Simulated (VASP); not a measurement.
These are PBE GGA, VASP's PBE PAW potentials (set 64) (plane waves; VASP) values and carry that method's errors.

A VASP calculation is set up with these files.

INCAR:
```
ISYM  =  0
ISMEAR  =  0
LASPH  =  .TRUE.
EDIFFG  =  -0.03
NELM  =  100   # most electronic steps
LORBIT  =  10
NSW  =  60
IBRION  =  2   # conjugate gradients
MAGMOM  =  64*0.0156
NELMIN  =  4
SIGMA  =  0.05   # width (eV)
ISIF  =  2
ISPIN  =  2   # spin-polarised
GGA  =  PE
SYSTEM  =  Ga32As31Te
LCHARG  =  .FALSE.
ENCUT  =  400   # plane-wave cut-off (eV)
LMAXMIX  =  4
PREC  =  Normal
LWAVE  =  .TRUE.
EDIFF  =  1E-5   # SCF stop (eV)
LREAL  =  Auto
ALGO  =  Fast   # Davidson, then RMM-DIIS
NUPDOWN  =  1
```

File KPOINTS:
```
Regular mesh
0
gamma
 1 1 1
0 0 0
```

POSCAR:
```
Ga32As31Te
1
   11.5222104212    -0.0000000000    -0.0000000000
   -0.0000000000    11.5222104212     0.0000000000
    0.0000000000     0.0000000000    11.5222104212
Ga As Te
32 31 1
Direct
  0.5000000000   0.0000000000   0.0000000000
  0.7500000000   0.2500000000   0.0000000000
  0.7500000000   0.0000000000   0.2500000000
  0.0000000000   0.0000000000   0.0000000000
  0.2500000000   0.2500000000   0.0000000000
  0.5000000000   0.5000000000   0.0000000000
  0.7500000000   0.7500000000   0.0000000000
  0.2500000000   0.0000000000   0.2500000000
  0.4978500000   0.2461890000   0.2537800000
  0.7490360000   0.4989270000   0.2513410000
  0.5000000000   0.0000000000   0.5000000000
  0.7523860000   0.2483360000   0.5042320000
  0.7500000000   0.0000000000   0.7500000000
  0.0000000000   0.5000000000   0.0000000000
  0.2500000000   0.7500000000   0.0000000000
  0.0000000000   0.2500000000   0.2500000000
  0.2500000000   0.5000000000   0.2500000000
  0.5000000000   0.7500000000   0.2500000000
  0.0000000000   0.0000000000   0.5000000000
  0.2500000000   0.2500000000   0.5000000000
  0.4995300000   0.4975620000   0.5034130000
  0.7500000000   0.7500000000   0.5000000000
  0.2500000000   0.0000000000   0.7500000000
  0.5000000000   0.2500000000   0.7500000000
  0.7500000000   0.5000000000   0.7500000000
  0.0000000000   0.7500000000   0.2500000000
  0.0000000000   0.5000000000   0.5000000000
  0.2500000000   0.7500000000   0.5000000000
  0.0000000000   0.2500000000   0.7500000000
  0.2500000000   0.5000000000   0.7500000000
  0.5000000000   0.7500000000   0.7500000000
  0.0000000000   0.7500000000   0.7500000000
  0.6250000000   0.1250000000   0.1250000000
  0.8750000000   0.3750000000   0.1250000000
  0.8750000000   0.1250000000   0.3750000000
  0.1250000000   0.1250000000   0.1250000000
  0.3750000000   0.3750000000   0.1250000000
  0.6250000000   0.6250000000   0.1250000000
  0.8750000000   0.8750000000   0.1250000000
  0.3750000000   0.1250000000   0.3750000000
  0.8750000000   0.6250000000   0.3750000000
  0.6250000000   0.1250000000   0.6250000000
  0.8750000000   0.3750000000   0.6250000000
  0.8750000000   0.1250000000   0.8750000000
  0.1250000000   0.6250000000   0.1250000000
  0.3750000000   0.8750000000   0.1250000000
  0.1250000000   0.3750000000   0.3750000000
  0.3750000000   0.6250000000   0.3750000000
  0.6250000000   0.8750000000   0.3750000000
  0.1250000000   0.1250000000   0.6250000000
  0.3750000000   0.3750000000   0.6250000000
  0.6250000000   0.6250000000   0.6250000000
  0.8750000000   0.8750000000   0.6250000000
  0.3750000000   0.1250000000   0.8750000000
  0.6250000000   0.3750000000   0.8750000000
  0.8750000000   0.6250000000   0.8750000000
  0.1250000000   0.8750000000   0.3750000000
  0.1250000000   0.6250000000   0.6250000000
  0.3750000000   0.8750000000   0.6250000000
  0.1250000000   0.3750000000   0.8750000000
  0.3750000000   0.6250000000   0.8750000000
  0.6250000000   0.8750000000   0.8750000000
  0.1250000000   0.8750000000   0.8750000000
  0.6254130000   0.3791350000   0.3785160000
```

POTCAR, in this order: Ga As Te (PBE.64 set). Program: vasp_gam.

Output

OSZICAR:
```
...
RMM:  11    -0.256624057613E+03   -0.26621E-02   -0.21832E-02   648   0.231E-01    0.241E-01
RMM:  12    -0.256625748793E+03   -0.16912E-02   -0.39505E-03   651   0.126E-01    0.539E-02
RMM:  13    -0.256625802423E+03   -0.53630E-04   -0.97640E-04   677   0.491E-02    0.267E-02
RMM:  14    -0.256625826930E+03   -0.24507E-04   -0.14906E-04   640   0.202E-02    0.164E-02
RMM:  15    -0.256625838403E+03   -0.11473E-04   -0.45522E-05   487   0.118E-02    0.769E-03
RMM:  16    -0.256625840017E+03   -0.16149E-05   -0.94469E-06   392   0.500E-03
   1 F= -.25662584E+03 E0= -.25662388E+03  d E =-.256626E+03  mag=     1.0000
       N       E                     dE             d eps       ncg     rms          rms(c)
DAV:   1    -0.257275953566E+03   -0.65012E+00   -0.76284E+00   692   0.460E+00    0.202E+00
RMM:   2    -0.257301629728E+03   -0.25676E-01   -0.61534E-01   646   0.110E+00    0.921E-01
RMM:   3    -0.257306780059E+03   -0.51503E-02   -0.98676E-02   657   0.458E-01    0.716E-01
RMM:   4    -0.257307819502E+03   -0.10394E-02   -0.16931E-02   697   0.189E-01    0.448E-01
RMM:   5    -0.257308115426E+03   -0.29592E-03   -0.33010E-03   656   0.956E-02    0.612E-02
RMM:   6    -0.257308182815E+03   -0.67389E-04   -0.93405E-04   680   0.437E-02    0.437E-02
RMM:   7    -0.257308197210E+03   -0.14395E-04   -0.18116E-04   629   0.227E-02    0.147E-02
RMM:   8    -0.257308201958E+03   -0.47474E-05   -0.48280E-05   468   0.110E-02
   2 F= -.25730820E+03 E0= -.25730725E+03  d E =-.682362E+00  mag=     1.0000
       N       E                     dE             d eps       ncg     rms          rms(c)
DAV:   1    -0.257385091931E+03   -0.76895E-01   -0.21112E+00   704   0.244E+00    0.103E+00
RMM:   2    -0.257391081839E+03   -0.59899E-02   -0.16723E-01   646   0.586E-01    0.434E-01
RMM:   3    -0.257392530128E+03   -0.14483E-02   -0.28731E-02   657   0.246E-01    0.311E-01
RMM:   4    -0.257392867897E+03   -0.33777E-03   -0.49181E-03   700   0.101E-01    0.203E-01
RMM:   5    -0.257392928120E+03   -0.60223E-04   -0.89565E-04   650   0.503E-02    0.365E-02
RMM:   6    -0.257392953643E+03   -0.25522E-04   -0.21579E-04   623   0.231E-02    0.146E-02
RMM:   7    -0.257392958125E+03   -0.44823E-05   -0.59569E-05   502   0.122E-02
   3 F= -.25739296E+03 E0= -.25739213E+03  d E =-.767118E+00  mag=     1.0000
       N       E                     dE             d eps       ncg     rms          rms(c)
DAV:   1    -0.257393311101E+03   -0.35746E-03   -0.14829E-02   760   0.205E-01    0.874E-02
RMM:   2    -0.257393356668E+03   -0.45567E-04   -0.11196E-03   637   0.487E-02    0.343E-02
RMM:   3    -0.257393368521E+03   -0.11853E-04   -0.20237E-04   602   0.205E-02    0.258E-02
RMM:   4    -0.257393371228E+03   -0.27064E-05   -0.33333E-05   430   0.844E-03
   4 F= -.25739337E+03 E0= -.25739254E+03  d E =-.767531E+00  mag=     1.0000
       N       E                     dE             d eps       ncg     rms          rms(c)
DAV:   1    -0.257467347112E+03   -0.73979E-01   -0.29915E+00   676   0.314E+00    0.745E-01
RMM:   2    -0.257483609395E+03   -0.16262E-01   -0.20271E-01   644   0.774E-01    0.238E-01
RMM:   3    -0.257486349042E+03   -0.27396E-02   -0.30684E-02   654   0.310E-01    0.161E-01
RMM:   4    -0.257486441354E+03   -0.92313E-04   -0.47045E-03   650   0.126E-01    0.868E-02
RMM:   5    -0.257486534846E+03   -0.93492E-04   -0.12127E-03   670   0.611E-02    0.396E-02
RMM:   6    -0.257486557497E+03   -0.22651E-04   -0.26105E-04   655   0.265E-02    0.259E-02
RMM:   7    -0.257486561264E+03   -0.37669E-05   -0.59596E-05   515   0.137E-02
   5 F= -.25748656E+03 E0= -.25748574E+03  d E =-.931900E-01  mag=     1.0000
       N       E                     dE             d eps       ncg     rms          rms(c)
DAV:   1    -0.257496033565E+03   -0.94761E-02   -0.15326E+00   680   0.224E+00    0.527E-01
RMM:   2    -0.257504391711E+03   -0.83581E-02   -0.10385E-01   644   0.553E-01    0.166E-01
RMM:   3    -0.257505831499E+03   -0.14398E-02   -0.15915E-02   657   0.222E-01    0.115E-01
RMM:   4    -0.257505874693E+03   -0.43194E-04   -0.23757E-03   650   0.895E-02    0.618E-02
RMM:   5    -0.257505921454E+03   -0.46761E-04   -0.62164E-04   667   0.437E-02    0.273E-02
RMM:   6    -0.257505932879E+03   -0.11425E-04   -0.13230E-04   578   0.190E-02    0.183E-02
RMM:   7    -0.257505934570E+03   -0.16909E-05   -0.29699E-05   437   0.965E-03
   6 F= -.25750593E+03 E0= -.25750508E+03  d E =-.112563E+00  mag=     1.0000
       N       E                     dE             d eps       ncg     rms          rms(c)
DAV:   1    -0.257521413952E+03   -0.15481E-01   -0.34963E-01   664   0.111E+00    0.267E-01
RMM:   2    -0.257522781127E+03   -0.13672E-02   -0.25185E-02   645   0.286E-01    0.944E-02
RMM:   3    -0.257523105110E+03   -0.32398E-03   -0.49693E-03   686   0.119E-01    0.612E-02
RMM:   4    -0.257523093973E+03    0.11137E-04   -0.49941E-04   647   0.436E-02    0.304E-02
RMM:   5    -0.257523105487E+03   -0.11514E-04   -0.17634E-04   648   0.241E-02    0.121E-02
RMM:   6    -0.257523107517E+03   -0.20298E-05   -0.36101E-05   458   0.104E-02
   7 F= -.25752311E+03 E0= -.25752231E+03  d E =-.171729E-01  mag=     1.0000
       N       E                     dE             d eps       ncg     rms          rms(c)
DAV:   1    -0.257525515944E+03   -0.24105E-02   -0.10704E-01   744   0.618E-01    0.150E-01
RMM:   2    -0.257525981151E+03   -0.46521E-03   -0.80155E-03   644   0.162E-01    0.523E-02
RMM:   3    -0.257526084229E+03   -0.10308E-03   -0.15213E-03   686   0.668E-02    0.344E-02
RMM:   4    -0.257526080058E+03    0.41714E-05   -0.15558E-04   647   0.245E-02    0.172E-02
RMM:   5    -0.257526083675E+03   -0.36172E-05   -0.55742E-05   564   0.135E-02
   8 F= -.25752608E+03 E0= -.25752531E+03  d E =-.201491E-01  mag=     1.0000
       N       E                     dE             d eps       ncg     rms          rms(c)
DAV:   1    -0.257526103954E+03   -0.23896E-04   -0.11280E-03   744   0.635E-02    0.171E-02
RMM:   2    -0.257526108797E+03   -0.48431E-05   -0.10055E-04   642   0.177E-02    0.674E-03
RMM:   3    -0.257526110533E+03   -0.17353E-05   -0.20937E-05   396   0.783E-03    0.437E-03
RMM:   4    -0.257526110870E+03   -0.33729E-06   -0.38606E-06   352   0.321E-03
   9 F= -.25752611E+03 E0= -.25752534E+03  d E =-.201763E-01  mag=     1.0000
       N       E                     dE             d eps       ncg     rms          rms(c)
DAV:   1    -0.257528723451E+03   -0.26129E-02   -0.16759E-01   696   0.760E-01    0.146E-01
RMM:   2    -0.257529608675E+03   -0.88522E-03   -0.10969E-02   644   0.190E-01    0.462E-02
RMM:   3    -0.257529774979E+03   -0.16630E-03   -0.17651E-03   670   0.771E-02    0.311E-02
RMM:   4    -0.257529768601E+03    0.63782E-05   -0.22740E-04   646   0.299E-02    0.141E-02
RMM:   5    -0.257529772819E+03   -0.42183E-05   -0.68304E-05   523   0.150E-02
  10 F= -.25752977E+03 E0= -.25752901E+03  d E =-.366195E-02  mag=     1.0000
       N       E                     dE             d eps       ncg     rms          rms(c)
DAV:   1    -0.257529983229E+03   -0.21463E-03   -0.57475E-02   728   0.446E-01    0.855E-02
RMM:   2    -0.257530300767E+03   -0.31754E-03   -0.38882E-03   644   0.113E-01    0.279E-02
RMM:   3    -0.257530364831E+03   -0.64064E-04   -0.65317E-04   678   0.463E-02    0.199E-02
RMM:   4    -0.257530362383E+03    0.24474E-05   -0.80542E-05   565   0.178E-02
  11 F= -.25753036E+03 E0= -.25752961E+03  d E =-.425151E-02  mag=     1.0000
       N       E                     dE             d eps       ncg     rms          rms(c)
DAV:   1    -0.257530953753E+03   -0.58892E-03   -0.38431E-02   695   0.368E-01    0.741E-02
RMM:   2    -0.257531151839E+03   -0.19809E-03   -0.26901E-03   644   0.934E-02    0.240E-02
RMM:   3    -0.257531196293E+03   -0.44454E-04   -0.48197E-04   688   0.386E-02    0.166E-02
RMM:   4    -0.257531196140E+03    0.15263E-06   -0.53851E-05   485   0.145E-02
  12 F= -.25753120E+03 E0= -.25753044E+03  d E =-.833757E-03  mag=     1.0000
```

### OUTCAR
```
------------------------ aborting loop because EDIFF is reached ----------------------------------------
  FORCE on cell =-STRESS in cart. coord.  units (eV):
  Direction    XX          YY          ZZ          XY          YZ          ZX
  --------------------------------------------------------------------------------------
  Total       14.1610717     14.1688097     14.1583022      0.0170965     -0.0110951     -0.0272000
  in kB       14.8319857     14.8400903     14.8290850      0.0179065     -0.0116208     -0.0284887
  external PRESSURE =      14.8337203 kB  Pullay stress =       0.0000000 kB
  volume of cell :     1529.70
      direct lattice vectors                 reciprocal lattice vectors
    11.522210421  0.000000000  0.000000000     0.086788903  0.000000000  0.000000000
     0.000000000 11.522210421  0.000000000     0.000000000  0.086788903  0.000000000
     0.000000000  0.000000000 11.522210421     0.000000000  0.000000000  0.086788903
  FREE ENERGIE OF THE ION-ELECTRON SYSTEM (eV)
  ---------------------------------------------------
  free  energy   TOTEN  =      -257.5311961400 eV

  energy  without entropy=     -257.5296826231  energy(sigma->0) =     -257.53043938

 total charge

# of ion       s       p       d       tot
------------------------------------------
    1        1.070   1.144   0.127   2.341
    2        1.072   1.135   0.126   2.333
    3        1.072   1.135   0.126   2.334
    4        1.071   1.137   0.126   2.335
    5        1.070   1.144   0.127   2.341
    6        1.072   1.135   0.126   2.333
    7        1.070   1.144   0.127   2.342
    8        1.070   1.145   0.128   2.342
    9        1.085   1.118   0.125   2.328
   10        1.085   1.117   0.125   2.328
   11        1.072   1.136   0.126   2.334
   12        1.086   1.115   0.125   2.326
   13        1.070   1.145   0.128   2.343
   14        1.070   1.144   0.127   2.342
   15        1.071   1.138   0.126   2.335
   16        1.072   1.135   0.126   2.333
   17        1.072   1.135   0.126   2.334
   18        1.072   1.134   0.126   2.333
   19        1.070   1.145   0.127   2.342
   20        1.072   1.135   0.126   2.334
   21        1.086   1.115   0.125   2.326
   22        1.072   1.134   0.126   2.333
   23        1.071   1.137   0.126   2.334
   24        1.072   1.135   0.126   2.334
   25        1.072   1.135   0.126   2.333
   26        1.070   1.144   0.127   2.342
   27        1.072   1.135   0.126   2.333
   28        1.070   1.144   0.127   2.342
   29        1.070   1.145   0.128   2.343
   30        1.070   1.145   0.128   2.343
   31        1.070   1.144   0.127   2.342
   32        1.071   1.138   0.126   2.335
   33        1.208   1.591   0.024   2.823
   34        1.208   1.591   0.024   2.823
   35        1.208   1.591   0.024   2.823
   36        1.207   1.591   0.024   2.821
   37        1.207   1.591   0.024   2.823
   38        1.208   1.591   0.024   2.823
   39        1.207   1.590   0.024   2.821
   40        1.208   1.591   0.024   2.823
   41        1.208   1.591   0.024   2.823
   42        1.208   1.591   0.024   2.823
   43        1.208   1.591   0.024   2.823
   44        1.207   1.591   0.024   2.821
   45        1.207   1.590   0.024   2.821
   46        1.207   1.591   0.024   2.821
   47        1.207   1.595   0.024   2.826
   48        1.208   1.591   0.024   2.823
   49        1.207   1.595   0.024   2.826
   50        1.207   1.591   0.024   2.822
   51        1.208   1.591   0.024   2.822
   52        1.208   1.590   0.024   2.822
   53        1.207   1.591   0.024   2.821
   54        1.207   1.591   0.024   2.822
   55        1.207   1.595   0.024   2.826
   56        1.207   1.591   0.024   2.821
   57        1.205   1.599   0.025   2.828
   58        1.207   1.591   0.024   2.821
   59        1.207   1.591   0.024   2.822
   60        1.205   1.598   0.025   2.828
   61        1.207   1.591   0.024   2.821
   62        1.205   1.598   0.025   2.828
   63        1.207   1.588   0.024   2.819
   64        1.352   2.080   0.025   3.458
--------------------------------------------------
tot         73.105  87.793   4.820 165.718

 magnetization (x)

# of ion       s       p       d       tot
------------------------------------------
    1        0.013   0.001  -0.000   0.014
    2        0.017   0.001  -0.000   0.018
    3        0.017   0.001  -0.000   0.018
    4        0.015   0.001  -0.000   0.016
    5        0.013   0.001  -0.000   0.014
    6        0.017   0.001  -0.000   0.018
    7        0.013   0.001  -0.000   0.014
    8        0.013   0.001  -0.000   0.014
    9        0.013   0.001   0.000   0.014
   10        0.013   0.001   0.000   0.014
   11        0.017   0.001  -0.000   0.018
   12        0.013   0.001   0.000   0.014
   13        0.013   0.001  -0.000   0.014
   14        0.013   0.001  -0.000   0.014
   15        0.015   0.001  -0.000   0.016
   16        0.017   0.001  -0.000   0.018
   17        0.017   0.001  -0.000   0.018
...
```
(Selected blocks of OUTCAR.)

**CONTCAR**
```
Ga32As31Te
   1.00000000000000
    11.5222104212000005    0.0000000000000000    0.0000000000000000
     0.0000000000000000   11.5222104212000005    0.0000000000000000
     0.0000000000000000    0.0000000000000000   11.5222104212000005
  Ga              As              Te
    32    31     1
Direct
     0.4993780966778459    0.9988240385332138    0.9991477190116611
     0.7497726199072657    0.2500101653361096    0.9987006862100056
     0.7499054708124844    0.9985676008864258    0.2500189209197295
     0.0000682848649453    0.9999458392512824    0.9999243267086514
     0.2490499753115623    0.2494033375080463    0.9991782568638723
     0.4999697764749154    0.4996316796921355    0.9987952152168595
     0.7506426494995438    0.7511847940961384    0.9989021495083287
     0.2485153110390336    0.9984632421562991    0.2492157309380272
     0.4887317720582985    0.2383329027222931    0.2400935818873844
     0.7612685583116965    0.5112324234916242    0.2388426607308816
     0.5001224430355504    0.9981486574915508    0.5003083282974397
     0.7620351858232599    0.2382384258910478    0.5122982887391865
     0.7507476993850610    0.9984586006990572    0.7515701893971352
     0.0011828502419958    0.5006540549070677    0.9989891257946492
     0.2499413033629024    0.7500501263058938    0.9999467406152132
     0.0014826896043165    0.2500376458065905    0.2501541427527649
     0.2486910845645618    0.4998109248055593    0.2500091761204468
     0.5000712466922271    0.7513197094753025    0.2503003028528072
     0.0012716685459122    0.9985374502306827    0.5006688622452904
     0.2480367378735100    0.2499400508997940    0.5001363837304206
     0.4879135889052134    0.5114210314733346    0.5126484162897558
     0.7498852793860235    0.7514482206444637    0.4998830060807430
     0.2499543843080750    0.9999053870625322    0.7501040650093648
     0.5000782945938672    0.2497753256842615    0.7519388874342501
     0.7499702650338002    0.4999970437813538    0.7518135551844057
     0.0013012930009529    0.7512140395078022    0.2493360490473530
     0.0015940560436296    0.4999864540399077    0.4999216625923933
     0.2487818920942982    0.7512164603150147    0.5005503807676802
     0.0015094142637250    0.2492824205248581    0.7517941595493890
     0.2483601410466478    0.5008246665548867    0.7517352756913384
     0.4993251954471681    0.7514304068100608    0.7517712990734263
     0.0000805393533287    0.7501171319733381    0.7500212931183708
     0.6258785388756353    0.1229308284552996    0.1231733396869978
     0.8771872039456751    0.3738842783175713    0.1228282993718722
     0.8773541061115080    0.1225870541690817    0.3740721987961247
     0.1249315677251567    0.1248079149721364    0.1247922186803357
     0.3732286126442387    0.3756526652368729    0.1234456400798563
     0.6239174297281740    0.6271693186864836    0.1228123228751788
     0.8752411487819967    0.8750673805227159    0.1248298383219958
     0.3722380203858335    0.1221110539151952    0.3766254959613300
     0.8772912411368680    0.6272449053025082    0.3760522193847903
     0.6239711663628068    0.1224243111587777    0.6276479006482159
     0.8777398356312481    0.3761908671616533    0.6278189175162382
     0.8751299395947614    0.1247857407732481    0.8752021517764275
     0.1251658557352687    0.6251790147992454    0.1248420781356883
     0.3747905040667565    0.8747951807918404    0.1248858984834699
     0.1250126361581856    0.3750287692294759    0.3749570074049044
     0.3727533000475729    0.6270348980456384    0.3742017060473087
     0.6250079013041638    0.8750315256973483    0.3749999458686277
     0.1248787160298567    0.1246993824481180    0.6253848793122120
     0.3720897486776650    0.3735620491472646    0.6280713951696776
     0.6260248049110708    0.6274715170023845    0.6276724507766304
     0.8751646682498354    0.8748630041996597    0.6252289882785849
     0.3747369336160502    0.1246750324071808    0.8751779768514435
     0.6249750356485022    0.3749628968800380    0.8751070893989825
     0.8752900417516649    0.6252747569811438    0.8750400052159901
     0.1249581018849575    0.8748846306641315    0.3749969488314895
     0.1249297387223146    0.6252708330174860    0.6252206711963069
     0.3747820283552354    0.8748960850957320    0.6253840686047011
     0.1250356291126253    0.3749755601842956    0.8754636014922079
     0.3747993167660962    0.6251084341266664    0.8752943613543471
     0.6250059870600427    0.8750565596614511    0.8753342000588229
     0.1250059131893359    0.8750031501153045    0.8750046278962115
     0.6250595602252781    0.3751091422761279    0.3759947181438011
```

The supercell is sampled at Γ alone, which is coarse: total energies, pressure and levels can be off, energies of defects by several tenths of an eV.

The cell is a supercell with a defect, built from GaAs (zinc blende): Te_As.
